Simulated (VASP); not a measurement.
Level of theory: PBEsol GGA, VASP's PBE PAW potentials (set 64) (plane waves; VASP).

A VASP calculation is set up with these files.

**POSCAR**
```
Sn
1.0
 -1.8898820000   1.8898820000   1.8898820000
  1.8898820000  -1.8898820000   1.8898820000
  1.8898820000   1.8898820000  -1.8898820000
Sn
1
direct
  0.0000000000   0.0000000000   0.0000000000
```

File KPOINTS_OPT:
```
k-points along high-symmetry lines
10
Line-mode
Reciprocal
  0.000000   0.000000   0.000000 ! GAMMA
  0.500000  -0.500000   0.500000 ! H

  0.500000  -0.500000   0.500000 ! H
  0.000000   0.000000   0.500000 ! N

  0.000000   0.000000   0.500000 ! N
  0.000000   0.000000   0.000000 ! GAMMA

  0.000000   0.000000   0.000000 ! GAMMA
  0.250000   0.250000   0.250000 ! P

  0.250000   0.250000   0.250000 ! P
  0.500000  -0.500000   0.500000 ! H

  0.250000   0.250000   0.250000 ! P
  0.000000   0.000000   0.500000 ! N
```

**KPOINTS**
```
kpoints
0
Gamma
10 10 10
```

**INCAR**
```
! general
SYSTEM  = Sn
PREC    = Accurate
ENCUT   = 300
LREAL   = .False.
LASPH   = .True.

! electronic loop
EDIFF   = 1E-6
NELM    = 100
ALGO    = Normal
LMAXMIX = 4

! smearing
ISMEAR  = 0
SIGMA   = 0.272

! functional
GGA     = PS

! ions
ISIF    = 2

! output
LWAVE   = .False.
LCHARG  = .False.
```

POTCAR, in this order: Sn_d (PBE.64 set). Program: vasp_std.

Output

### OUTCAR
```
 ion  position               nearest neighbor table
   1  0.000  0.000  0.000-
  LATTYP: Found a body centered cubic cell.
 ALAT       =     3.7797640000
 Subroutine PRICEL returns:
 Original cell was already a primitive cell.
 Subroutine GETGRP returns: Found 48 space group operations
The static configuration has the point symmetry O_h .
The dynamic configuration has the point symmetry O_h .
 Subroutine INISYM returns: Found 48 space group operations
 Subroutine IBZKPT returns following result:
 Found     47 irreducible k-points:

 Following reciprocal coordinates:
            Coordinates               Weight
  0.000000  0.000000  0.000000      1.000000
  0.100000  0.000000  0.000000     12.000000
  0.200000  0.000000  0.000000     12.000000
  0.300000  0.000000  0.000000     12.000000
  0.400000  0.000000  0.000000     12.000000
  0.500000  0.000000  0.000000      6.000000
  0.100000  0.100000  0.000000     24.000000
  0.200000  0.100000  0.000000     48.000000
  0.300000  0.100000  0.000000     48.000000
  0.400000  0.100000  0.000000     48.000000
  0.200000  0.200000  0.000000     24.000000
  0.300000  0.200000  0.000000     48.000000
  0.400000  0.200000 -0.000000     24.000000
  0.300000  0.300000  0.000000     24.000000
  0.100000  0.100000  0.100000      8.000000
  0.200000  0.100000  0.100000     24.000000
  0.300000  0.100000  0.100000     24.000000
  0.400000  0.100000  0.100000     12.000000
 -0.100000  0.100000  0.100000      6.000000
  0.200000  0.200000  0.100000     24.000000
  0.300000  0.200000  0.100000     48.000000
 -0.200000  0.200000  0.100000     24.000000
  0.300000  0.300000  0.100000      8.000000
 -0.300000  0.300000  0.100000     24.000000
 -0.200000  0.300000  0.100000     24.000000
 -0.400000  0.400000  0.100000     24.000000
 -0.300000  0.400000  0.100000     48.000000
  0.500000  0.500000  0.100000     12.000000
 -0.400000  0.500000  0.100000     48.000000
 -0.300000  0.500000  0.100000     24.000000
 -0.400000 -0.400000  0.100000     24.000000
  0.200000  0.200000  0.200000      8.000000
  0.300000  0.200000  0.200000     12.000000
 -0.200000  0.200000  0.200000      6.000000
 -0.300000  0.300000  0.200000     24.000000
 -0.400000  0.400000  0.200000     24.000000
 -0.300000  0.400000  0.200000     24.000000
  0.500000  0.500000  0.200000     12.000000
 -0.400000  0.500000  0.200000     48.000000
 -0.400000 -0.400000  0.200000      8.000000
   k-points           NKPTS =     47   k-points in BZ     NKDIM =     47   number of bands    NBANDS=     11
   number of dos      NEDOS =    301   number of ions     NIONS =      1
   total plane-waves  NPLWV =   5832
   dimension x,y,z NGX =    18 NGY =   18 NGZ =   18
   dimension x,y,z NGXF=    36 NGYF=   36 NGZF=   36
   ions per type =               1
   PREC   = accura    normal or accurate (medium, high low for compatibility)
   ISTART =      0    job   : 0-new  1-cont  2-samecut
   ICHARG =      2    charge: 1-file 2-atom 10-const
   ISPIN  =      1    spin polarized calculation?
   LNONCOLLINEAR =      F non collinear calculations
   LSORBIT =      F    spin-orbit coupling
   INIWAV =      1    electr: 0-lowe 1-rand  2-diag
   ENCUT  =  300.0 eV  22.05 Ry    4.70 a.u.   4.62  4.62  4.62*2*pi/ulx,y,z
   NELM   =    100;   NELMIN=  2; NELMDL= -5     # of ELM steps
   EDIFF  = 0.1E-05   stopping-criterion for ELM
   LREAL  =      F    real-space projection
   NLSPLINE    = F    spline interpolate recip. space projectors
   LMAXMIX     =    4 max onsite mixed and CHGCAR
   VOSKOWN=      0    Vosko Wilk Nusair interpolation
...
```

File OSZICAR:
```
       N       E                     dE             d eps       ncg     rms          rms(c)
DAV:   1     0.586039001519E+02    0.58604E+02   -0.58501E+03  1073   0.138E+03
DAV:   2    -0.940045604092E+00   -0.59544E+02   -0.58051E+02  1091   0.266E+02
DAV:   3    -0.418756921122E+01   -0.32475E+01   -0.32327E+01  1203   0.629E+01
DAV:   4    -0.424428384352E+01   -0.56715E-01   -0.56700E-01  1179   0.872E+00
DAV:   5    -0.424619790022E+01   -0.19141E-02   -0.19138E-02  1214   0.153E+00    0.135E+00
DAV:   6    -0.423080686732E+01    0.15391E-01   -0.16997E-02  1202   0.247E+00    0.728E-01
DAV:   7    -0.422579185461E+01    0.50150E-02   -0.10138E-02  1202   0.177E+00    0.108E-01
DAV:   8    -0.422549296641E+01    0.29889E-03   -0.58194E-04  1199   0.483E-01    0.180E-02
DAV:   9    -0.422549314409E+01   -0.17768E-06   -0.81883E-06  1282   0.371E-02
   1 F= -.42254931E+01 E0= -.42114256E+01  d E =-.281351E-01
       N       E                     dE             ncg
       N       E                     dE             ncg
```

File OUTCAR:
```
------------------------ aborting loop because EDIFF is reached ----------------------------------------
  FORCE on cell =-STRESS in cart. coord.  units (eV):
  Direction    XX          YY          ZZ          XY          YZ          ZX
  --------------------------------------------------------------------------------------
  Total       -0.3506110     -0.3506110     -0.3506110     -0.0000000      0.0000000      0.0000000
  in kB      -20.8052059    -20.8052059    -20.8052059     -0.0000000      0.0000000      0.0000000
  external PRESSURE =     -20.8052059 kB  Pullay stress =       0.0000000 kB
  volume of cell :       27.00
      direct lattice vectors                 reciprocal lattice vectors
    -1.889882000  1.889882000  1.889882000     0.000000000  0.264566782  0.264566782
     1.889882000 -1.889882000  1.889882000     0.264566782  0.000000000  0.264566782
     1.889882000  1.889882000 -1.889882000     0.264566782  0.264566782  0.000000000
 POSITION                                       TOTAL-FORCE (eV/Angst)
 -----------------------------------------------------------------------------------
      0.00000      0.00000      0.00000         0.000000     -0.000000     -0.000000
 -----------------------------------------------------------------------------------
    total drift:                                0.000000     -0.000000      0.000000
  FREE ENERGIE OF THE ION-ELECTRON SYSTEM (eV)
  ---------------------------------------------------
  free  energy   TOTEN  =        -4.2254931441 eV

  energy  without entropy=       -4.1973580209  energy(sigma->0) =       -4.21142558
```
(Selected blocks of OUTCAR.)

At this cut-off the stress carries a Pulay error, which pulls relaxed volumes low.

The structure was generated: Sn was put into an ordered model structure, which need not be its known phase. The cell was not relaxed at this level.
